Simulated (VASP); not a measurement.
Data:

```xyz
1
Lattice="-1.8616 1.8616 1.8616 1.8616 -1.8616 1.8616 1.8616 1.8616 -1.8616" Properties=species:S:1:pos:R:3 pbc="T T T"
In     1.8616     1.8616     1.8616
```

All values below come from PBEsol GGA with spin-orbit coupling, VASP's PBE PAW potentials (set 64) (plane waves; VASP 6.6.1). Run with 400 eV cut-off, 12×12×12 Γ-centred mesh, Gaussian smearing of 0.050 eV, potentials In_d.

Problem. The job: In (relaxed from the bcc structure, space group Im-3m), 1 atom, PBEsol+SOC, static run, 400 eV, 12×12×12 Γ-centred mesh. Roughly how much core time does it take on a busy server core?

Solution. About 60 core-seconds (one run on a shared machine, a rough figure). It had 72 irreducible k-points, 20 bands, up to 968 plane waves and 11 electronic steps.

The structure was generated: In was put into the bcc type (Im-3m), which need not be its known phase. It was relaxed first.
